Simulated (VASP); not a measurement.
These are HSE06 screened hybrid, VASP's PBE PAW potentials (set 64) (plane waves; VASP) values and carry that method's errors.

VASP input:

### KPOINTS
```
Regular mesh
0
G
 4 4 4
0.5 0.5 0.5
```

### INCAR
```
SYSTEM = SrCl2
PREC = Accurate; ENCUT = 300; LREAL = .False.
LASPH = .True.; ISYM = 3
EDIFF = 1E-6; NELM = 100; ALGO = Normal
LMAXMIX = 4
ISMEAR = 0; SIGMA = 0.01
GGA = PE; LHFCALC = .True.; AEXX = 0.25
HFSCREEN = 0.2; PRECFOCK = Fast
ISIF = 2
LWAVE = .False.; LCHARG = .False.
```

POSCAR:
```
SrCl2
1.0
  0.0000000000   3.5424420000   3.5424420000
  3.5424420000   0.0000000000   3.5424420000
  3.5424420000   3.5424420000   0.0000000000
Sr Cl
1 2
Direct
  0.0000000000   0.0000000000   0.0000000000
  0.7500000000   0.7500000000   0.7500000000
  0.2500000000   0.2500000000   0.2500000000
```

POTCAR, in this order: Sr_sv Cl (PBE.64 set). Program: vasp_std.

At this cut-off the stress carries a Pulay error, which pulls relaxed volumes low.

Question: Predict the energy per atom (σ→0), pressure.

Answer: 
```
Quantity                        Value
---------------------  --------------
energy per atom (σ→0)  -4.942 eV/atom
pressure                    -1.29 GPa
```

OSZICAR:
```
...
DAV:  17    -0.148268453916E+02   -0.47902E-04   -0.89780E-06   432   0.192E-02    0.297E-02
DAV:  18    -0.148268705615E+02   -0.25170E-04   -0.45669E-06   408   0.134E-02    0.182E-02
DAV:  19    -0.148268837259E+02   -0.13164E-04   -0.23470E-06   408   0.935E-03    0.112E-02
DAV:  20    -0.148268905949E+02   -0.68689E-05   -0.12137E-06   408   0.665E-03    0.699E-03
DAV:  21    -0.148268941670E+02   -0.35721E-05   -0.61479E-07   360   0.472E-03    0.445E-03
DAV:  22    -0.148268960192E+02   -0.18522E-05   -0.34642E-07   352   0.354E-03    0.285E-03
DAV:  23    -0.148268969786E+02   -0.95942E-06   -0.18027E-07   344   0.253E-03
   1 F= -.14826897E+02 E0= -.14826897E+02  d E =-.787602E-36
```

The structure comes from a computed database's SrCl2 entry; how it stands against other phases isn't given here. The cell was not relaxed at this level.
